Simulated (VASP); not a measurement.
Energy against volume of Li₂S (antifluorite). Method: SCAN meta-GGA, VASP's PBE PAW potentials (set 64) (plane waves; VASP 6.6.1). Settings: 520 eV cut-off, 7×7×7 Γ-centred mesh, Gaussian smearing of 0.050 eV, potentials Li_sv S.

```csv
V (Å³/atom),E (eV/atom)
14.755,-6.34358
15.212,-6.34626
15.668,-6.34482
16.124,-6.34003
```

Q: Fit these four points and predict the energy of the run at 14.299 Å³/atom.

A: A cubic in V^(−2/3), the third-order Birch-Murnaghan form, passes through the four points with V0 = 15.27 Å³/atom and B0 = 47 GPa, and gives -6.3359 eV/atom there. The run gave -6.3365 eV/atom, -0.6 meV/atom from the fit; all five points give B0 = 46 GPa.

The compound is Li2S in the antifluorite structure. It was relaxed first.
